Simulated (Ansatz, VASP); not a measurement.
# BN: VASP beside Ansatz, part 2 of 3

Wanted: the spread between two codes on one cell, functional and k mesh. The cell is taken from a series of runs on this material, whose earlier steps may have relaxed, scaled, displaced or heated it; both programs get it as it stands.

VASP 6.6.1 and Ansatz 0.2.0.

So far: Starting point; Ansatz: zone-centre phonons, LDA.

**3. VASP: zone-centre phonons, LDA**

Level of this step: LDA; plane waves and PAW (B, N) (VASP).

The same cell, functional (in two slightly different forms) and mesh now go to VASP, with its own data sets.

Lines of VASP's logs that name or quote its potential files are left out, and so is its time.

INCAR

```
SYSTEM = BN
PREC = Accurate
ENCUT = 600
EDIFF = 1E-08
NELM = 120
ISMEAR = 0
SIGMA = 0.01
LREAL = .FALSE.
ALGO = Normal
GGA = PW92
NBANDS = 14
LORBIT = 11
LWAVE = .FALSE.
LCHARG = .FALSE.
ISIF = 2
IBRION = 8
LEPSILON = .TRUE.
LASPH = .TRUE.
GGA_COMPAT = .FALSE.
EFERMI = MIDGAP
KPAR = 2
```

POSCAR

```
BN
1.0
    2.4891452804      0.0000000000      0.0000000000
   -1.2445726402      2.1556630466      0.0000000000
    0.0000000000      0.0000000000      6.4880434129
B N
2 2
Direct
    0.3333333334      0.6666666668      0.2500000000
    0.6666666668      0.3333333334      0.7500000000
    0.3333333334      0.6666666668      0.7500000000
    0.6666666668      0.3333333334      0.2500000000
```

KPOINTS

```
Automatic mesh
0
Gamma
9 9 4
0 0 0
```

The projector-augmented-wave data sets are B and N (LDA family, release 64).

Command:

```console
$ mpirun -np 2 vasp_std
```

The log of the run:

```text
[banner, memory and clock lines left out]
running    2 mpi-ranks, on    1 nodes
 distrk:  each k-point on    1 cores,    2 groups
 distr:  one band on    1 cores,    1 groups

 POSCAR found type information on POSCAR B N
 POSCAR found :  2 types and       4 ions
|                                                                             |
|               ----> ADVICE to this user running VASP <----                  |
|                                                                             |
|     You enforced a specific xc type in the INCAR file but a different       |
|     [... a line on the potential file left out ...]
|     I HOPE YOU KNOW WHAT YOU ARE DOING!                                     |
|                                                                             |

 LDA part: xc-table for (Slater(with rela. corr.)+PW92), standard interpolation
 POSCAR, INCAR and KPOINTS ok, starting setup
 FFT: planning ... GRIDC
 FFT: planning ... GRID_SOFT
 FFT: planning ... GRID
 WAVECAR not read
 entering main loop
       N       E                     dE             d eps       ncg     rms          rms(c)
DAV:   1     0.588432585677E+02    0.58843E+02   -0.91211E+03  1008   0.120E+03
DAV:   2    -0.388299384861E+02   -0.97673E+02   -0.88787E+02  1392   0.245E+02
DAV:   3    -0.426805592533E+02   -0.38506E+01   -0.38307E+01  1332   0.489E+01
DAV:   4    -0.427090106683E+02   -0.28451E-01   -0.28440E-01  1164   0.476E+00
DAV:   5    -0.427093359342E+02   -0.32527E-03   -0.32512E-03  1356   0.478E-01    0.112E+01
DAV:   6    -0.391219719662E+02    0.35874E+01   -0.70788E+00  1158   0.208E+01    0.487E+00
DAV:   7    -0.387516554808E+02    0.37032E+00   -0.47952E-01  1266   0.539E+00    0.297E+00
DAV:   8    -0.386342914462E+02    0.11736E+00   -0.30528E-01  1200   0.391E+00    0.428E-01
DAV:   9    -0.386298808138E+02    0.44106E-02   -0.15175E-02  1164   0.993E-01    0.182E-01
DAV:  10    -0.386298591815E+02    0.21632E-04   -0.71462E-04  1206   0.215E-01    0.247E-02
DAV:  11    -0.386298723781E+02   -0.13197E-04   -0.29420E-05  1182   0.473E-02    0.181E-02
DAV:  12    -0.386298718282E+02    0.54990E-06   -0.70005E-06  1152   0.206E-02    0.118E-03
DAV:  13    -0.386298718167E+02    0.11503E-07   -0.34545E-07  1266   0.439E-03    0.484E-04
DAV:  14    -0.386298718220E+02   -0.52910E-08   -0.31536E-09   888   0.493E-04
   1 F= -.38629872E+02 E0= -.38629872E+02  d E =0.000000E+00
 Linear response reoptimize wavefunctions to high precision
DAV:   1    -0.386298718220E+02   -0.13642E-10   -0.44890E-10   816   0.188E-04
 Linear response G [H, r] |phi>, progress :
  Direction:   1
       N       E                     dE             d eps       ncg     rms
RMM:   1    -0.578793878151E+02   -0.57879E+02    0.46217E+01  2121   0.678E+01
RMM:   2    -0.573892278248E+02    0.49016E+00   -0.25409E+00  1674   0.132E+01
RMM:   3    -0.574103150684E+02   -0.21087E-01   -0.22820E-02  1838   0.110E+00
RMM:   4    -0.574109819490E+02   -0.66688E-03   -0.27337E-04  1874   0.132E-01
RMM:   5    -0.574109973654E+02   -0.15416E-04   -0.96577E-06  1869   0.195E-02
RMM:   6    -0.574109981086E+02   -0.74324E-06   -0.19840E-06  1855   0.324E-03
RMM:   7    -0.574109981312E+02   -0.22610E-07   -0.18833E-06  1714   0.100E-03
RMM:   8    -0.574109981308E+02    0.38355E-09   -0.18588E-06  1357   0.653E-04
RMM:   9    -0.574109981306E+02    0.23516E-09   -0.18237E-06  1254   0.612E-04
RMM:  10    -0.574109981301E+02    0.52107E-09   -0.17189E-06  1136   0.608E-04
RMM:  11    -0.574109981270E+02    0.30772E-08   -0.24029E-06  1103   0.609E-04
 Linear response G [H, r] |phi>, progress :
  Direction:   2
       N       E                     dE             d eps       ncg     rms
RMM:   1    -0.614403487178E+02   -0.61440E+02   -0.19775E+01  2036   0.643E+01
RMM:   2    -0.608862185281E+02    0.55413E+00   -0.17734E+00  1688   0.110E+01
RMM:   3    -0.609020175509E+02   -0.15799E-01   -0.17904E-02  1799   0.901E-01
RMM:   4    -0.609023641554E+02   -0.34660E-03   -0.20869E-04  1848   0.105E-01
RMM:   5    -0.609023707604E+02   -0.66049E-05   -0.51635E-06  1861   0.145E-02
RMM:   6    -0.609023710031E+02   -0.24275E-06    0.77191E-07  1841   0.238E-03
RMM:   7    -0.609023710066E+02   -0.35456E-08    0.88866E-07  1656   0.864E-04
RMM:   8    -0.609023710042E+02    0.24916E-08    0.90891E-07  1310   0.659E-04
RMM:   9    -0.609023710035E+02    0.61442E-09    0.39683E-07  1198   0.642E-04
RMM:  10    -0.609023710024E+02    0.11658E-08   -0.40362E-06  1104   0.641E-04
RMM:  11    -0.609023710007E+02    0.16627E-08   -0.14579E-05  1079   0.643E-04
 Linear response G [H, r] |phi>, progress :
  Direction:   3
       N       E                     dE             d eps       ncg     rms
RMM:   1    -0.562640079071E+02   -0.56264E+02    0.10470E+02  1873   0.778E+01
RMM:   2    -0.586704265970E+02   -0.24064E+01   -0.18747E+00  1581   0.955E+00
[...]
RMM:   2    -0.213700312070E+00   -0.32612E-02   -0.28044E-03  1635   0.339E-01
RMM:   3    -0.213723790539E+00   -0.23478E-04   -0.25063E-05  1681   0.233E-02
RMM:   4    -0.213724094593E+00   -0.30405E-06   -0.27447E-07  1639   0.249E-03
RMM:   5    -0.213724097784E+00   -0.31914E-08   -0.62057E-09  1433   0.277E-04
 change of polarisation eV/A/(eV/A) component  3 :    -0.027    -0.034     0.427
[...]
RMM:   5    -0.192196192812E+00   -0.28179E-02   -0.40803E-04  1639   0.124E-01    0.881E-03
RMM:   6    -0.192325146835E+00   -0.12895E-03   -0.17811E-05  1710   0.190E-02    0.428E-03
RMM:   7    -0.192409590033E+00   -0.84443E-04   -0.70503E-07  1670   0.450E-03    0.105E-03
RMM:   8    -0.192419293226E+00   -0.97032E-05   -0.93711E-08  1685   0.162E-03    0.301E-04
RMM:   9    -0.192416748519E+00    0.25447E-05   -0.59022E-09  1665   0.452E-04    0.189E-05
RMM:  10    -0.192416916386E+00   -0.16787E-06   -0.24175E-10  1166   0.624E-05    0.909E-06
 change of polarisation eV/A/(eV/A) component  3 :    -0.027    -0.034     0.358
 dielectric tensor                  component  3 :    -0.142    -0.175     2.859
 Linear response DOF=           4
 Linear response progress:
  Degree of freedom:   1/  4
       N       E                     dE             d eps       ncg     rms          rms(c)
RMM:   1    -0.558268365249E-01   -0.55827E-01   -0.66176E-02  7864   0.156E+00
RMM:   2    -0.422903115475E-01    0.13537E-01   -0.22174E-03  5602   0.323E-01    0.221E-01
RMM:   3    -0.418480116077E-01    0.44230E-03    0.40229E-04  5579   0.139E-01    0.121E-01
RMM:   4    -0.421811593352E-01   -0.33315E-03    0.30698E-04  5425   0.143E-01    0.137E-02
RMM:   5    -0.422575892066E-01   -0.76430E-04   -0.25778E-05  5927   0.174E-02    0.145E-03
RMM:   6    -0.422563075477E-01    0.12817E-05   -0.32205E-06  6033   0.156E-03    0.711E-04
RMM:   7    -0.422515988520E-01    0.47087E-05   -0.37161E-06  5827   0.922E-04    0.841E-05
RMM:   8    -0.422519550845E-01   -0.35623E-06   -0.29466E-07  6150   0.169E-04    0.354E-05
RMM:   9    -0.422519370194E-01    0.18065E-07   -0.91270E-07  6208   0.424E-05    0.648E-06
RMM:  10    -0.422519634102E-01   -0.26391E-07   -0.61703E-07  6175   0.198E-05    0.127E-06
RMM:  11    -0.422519477257E-01    0.15685E-07   -0.62825E-07  5344   0.118E-05    0.241E-07
RMM:  12    -0.422519657964E-01   -0.18071E-07   -0.65301E-07  3918   0.103E-05    0.103E-07
RMM:  13    -0.422519665545E-01   -0.75819E-09   -0.67803E-07  3278   0.101E-05    0.539E-08
 first order change of Fermi-energy   0.23092E-04
 force on displaced ion       1 direction 1 : -42.824   0.008   0.000
 Born effective charge ion    1 direction 1 :   2.704   0.000   0.000
 Linear response progress:
  Degree of freedom:   2/  4
       N       E                     dE             d eps       ncg     rms          rms(c)
RMM:   1    -0.475079010115E-01   -0.47508E-01    0.43300E-02  2459   0.128E+00
RMM:   2    -0.477579616937E-01   -0.25006E-03   -0.61121E-04  1902   0.165E-01    0.146E-01
RMM:   3    -0.475236519935E-01    0.23431E-03   -0.22562E-04  1866   0.495E-02    0.866E-02
RMM:   4    -0.474757594981E-01    0.47892E-04   -0.37668E-04  1881   0.513E-02    0.765E-03
RMM:   5    -0.473920334726E-01    0.83726E-04   -0.82352E-05  1996   0.130E-02    0.164E-03
RMM:   6    -0.473748579669E-01    0.17176E-04   -0.23202E-06  2096   0.215E-03    0.570E-04
RMM:   7    -0.473727133856E-01    0.21446E-05    0.14755E-06  2107   0.548E-04    0.163E-04
RMM:   8    -0.473729834536E-01   -0.27007E-06   -0.11675E-06  2095   0.196E-04    0.345E-05
RMM:   9    -0.473730500895E-01   -0.66636E-07    0.92667E-08  2120   0.522E-05    0.102E-05
RMM:  10    -0.473730551631E-01   -0.50736E-08    0.34792E-08  2203   0.234E-05    0.207E-06
 first order change of Fermi-energy   0.22337E-03
 force on displaced ion       1 direction 3 :   0.000   0.000 -13.804
 Born effective charge ion    1 direction 3 :   0.000   0.000   0.810
 Linear response progress:
  Degree of freedom:   3/  4
       N       E                     dE             d eps       ncg     rms          rms(c)
RMM:   1    -0.238999347544E+00   -0.23900E+00    0.12959E-01  6552   0.333E+00
RMM:   2    -0.229840603119E+00    0.91587E-02   -0.35798E-03  5617   0.483E-01    0.283E-01
RMM:   3    -0.230659043678E+00   -0.81844E-03   -0.10898E-03  5297   0.221E-01    0.151E-01
RMM:   4    -0.233034107165E+00   -0.23751E-02   -0.10432E-03  5021   0.213E-01    0.255E-02
RMM:   5    -0.233048987779E+00   -0.14881E-04   -0.18605E-05  6151   0.352E-02    0.170E-03
RMM:   6    -0.233056404041E+00   -0.74163E-05    0.21376E-06  6194   0.303E-03    0.965E-04
RMM:   7    -0.233050768591E+00    0.56355E-05    0.62035E-06  6120   0.708E-04    0.128E-04
RMM:   8    -0.233053418277E+00   -0.26497E-05    0.39946E-07  5877   0.240E-04    0.235E-05
RMM:   9    -0.233053557910E+00   -0.13963E-06    0.81911E-07  6356   0.757E-05    0.361E-06
RMM:  10    -0.233053484597E+00    0.73313E-07    0.10377E-06  6155   0.360E-05    0.117E-06
RMM:  11    -0.233053486121E+00   -0.15233E-08    0.10042E-06  5234   0.298E-05    0.379E-07
RMM:  12    -0.233053473844E+00    0.12276E-07    0.12233E-06  4255   0.289E-05    0.153E-07
RMM:  13    -0.233053466760E+00    0.70844E-08    0.10291E-06  3577   0.285E-05    0.128E-07
RMM:  14    -0.233053467557E+00   -0.79711E-09    0.12202E-06  3282   0.284E-05    0.428E-08
 first order change of Fermi-energy   0.17288E-03
 force on displaced ion       3 direction 1 : -42.899   0.004   0.000
 Born effective charge ion    3 direction 1 :  -2.705   0.001   0.000
 Linear response progress:
  Degree of freedom:   4/  4
       N       E                     dE             d eps       ncg     rms          rms(c)
RMM:   1    -0.263666806273E+00   -0.26367E+00    0.15358E-01  2187   0.296E+00
RMM:   2    -0.264013298195E+00   -0.34649E-03   -0.12626E-03  1880   0.259E-01    0.197E-01
RMM:   3    -0.264169668603E+00   -0.15637E-03   -0.15678E-03  1792   0.226E-01    0.870E-02
RMM:   4    -0.265188914427E+00   -0.10192E-02   -0.69694E-04  1833   0.150E-01    0.145E-02
RMM:   5    -0.265211507356E+00   -0.22593E-04   -0.19436E-05  2028   0.246E-02    0.312E-03
RMM:   6    -0.265243373142E+00   -0.31866E-04    0.71884E-08  2053   0.518E-03    0.106E-03
RMM:   7    -0.265225851238E+00    0.17522E-04   -0.23965E-07  1883   0.203E-03    0.129E-04
RMM:   8    -0.265225611623E+00    0.23962E-06   -0.18621E-08  2165   0.308E-04    0.205E-05
RMM:   9    -0.265225945054E+00   -0.33343E-06   -0.33051E-09  2040   0.473E-05    0.953E-06
RMM:  10    -0.265226031892E+00   -0.86838E-07   -0.12949E-08  2188   0.228E-05    0.843E-07
RMM:  11    -0.265226027253E+00    0.46387E-08   -0.13881E-08  1609   0.133E-05    0.391E-07
 first order change of Fermi-energy   0.15416E-04
 force on displaced ion       3 direction 3 :   0.000  -0.000 -14.002
 Born effective charge ion    3 direction 3 :   0.000   0.000  -0.810
 Born effective charges drift removed
 Linear response finished
```

(Continued in part 3 of 3.)

[Lines on the potential files, build, host, timing and source positions are cut from VASP's logs without a mark.]

[Logs are printed without paths, hosts, clocks, repeated set-up lines and the standing remarks that a program may print on its own settings, such as how far it seeks lower states.]

[Hosts, paths, dates, database ids (printed as entryN), source tags and the programs' standing remarks are cut or masked in the printed files.]
